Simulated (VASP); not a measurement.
All values below come from PBE GGA, VASP's PBE PAW potentials (set 64) (plane waves; VASP).

A VASP calculation is set up with these files.

### KPOINTS
```
Automatic mesh
0
Gamma
9 9 9
0 0 0
```

INCAR:
```
! general
SYSTEM  =  Li2O
PREC    =  Accurate
ENCUT   =  520
LREAL   =  .FALSE.
LASPH   =  .TRUE.   ! aspherical one-centre terms

! electronic loop
EDIFF   =  1E-4   ! SCF stop (eV)
NELM    =  100
ALGO    =  Normal

! smearing
ISMEAR  =  0
SIGMA   =  0.05

! functional
GGA     =  PE   ! PBE

! ions
ISIF    =  2

! output
LWAVE   =  .FALSE.
LCHARG  =  .FALSE.
```

### POSCAR
```
Li2O
1
    0.0000000000     2.3100000000     2.3100000000
    2.3100000000     0.0000000000     2.3100000000
    2.3100000000     2.3100000000     0.0000000000
Li O
2 1
Direct
  0.2500000000   0.2500000000   0.2500000000
  0.7500000000   0.7500000000   0.7500000000
  0.0000000000   0.0000000000   0.0000000000
```

POTCAR, in this order: Li_sv O (PBE.64 set). Program: vasp_std.

### Question
Estimate the energy per atom (σ→0).

### Answer

The energy per atom (σ→0) is -4.782 eV/atom.

**OSZICAR**
```
...
DAV:   5    -0.161250695269E+02   -0.67030E-03   -0.67026E-03  1074   0.563E-01    0.749E+00
DAV:   6    -0.143810085507E+02    0.17441E+01   -0.97251E+00   702   0.198E+01    0.288E+00
DAV:   7    -0.143480796821E+02    0.32929E-01   -0.23339E-01   796   0.408E+00    0.148E+00
DAV:   8    -0.143476168025E+02    0.46288E-03   -0.58749E-02   848   0.303E+00    0.357E-01
DAV:   9    -0.143465090042E+02    0.11078E-02   -0.70377E-03   896   0.775E-01    0.108E-01
DAV:  10    -0.143469973462E+02   -0.48834E-03   -0.97491E-04   756   0.257E-01    0.512E-02
DAV:  11    -0.143469790144E+02    0.18332E-04   -0.38188E-05   432   0.832E-02
   1 F= -.14346979E+02 E0= -.14346979E+02  d E =-.103475E-14
```

The compound is Li2O in the antifluorite structure. The cell was not relaxed at this level. The run is one of a series of settings (EDIFF = 1E-4 against the base run), some of them coarse on purpose.
